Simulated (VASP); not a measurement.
Data:

```xyz
2
Lattice="2.8942 0.0000 0.0000 0.0000 2.8942 0.0000 0.0000 0.0000 2.8942" Properties=species:S:1:pos:R:3 pbc="T T T"
Zn     1.4471     1.4471     1.4471
Cu     0.0000     0.0000     0.0000
```

These are PBE GGA with D4 dispersion, VASP's PBE PAW potentials (set 64) (plane waves; VASP) values and carry that method's errors. Numerical set-up: 520 eV cut-off, 12×12×12 Γ-centred mesh, first-order Methfessel-Paxton smearing of 0.10 eV, potentials Zn Cu.

Q: Predict the energy per atom (σ→0), pressure, band gap (on the k-mesh) with the smallest direct gap where there is one.

A: 
| Item | Result |
|---|---|
| band gap (on the k-mesh) | none (metal, semimetal or under 0.01 eV) |
| energy per atom (σ→0) | -2946 meV/atom |
| pressure | 4.71 GPa |

The absolute energy has meaning only against runs of the same code, potentials and settings.

The compound is CuZn in the CsCl type structure. This cell is one point of a volume scan, at 0.97 of the reference volume. The electron count is odd and the run is not spin-polarised, which forces a metal.
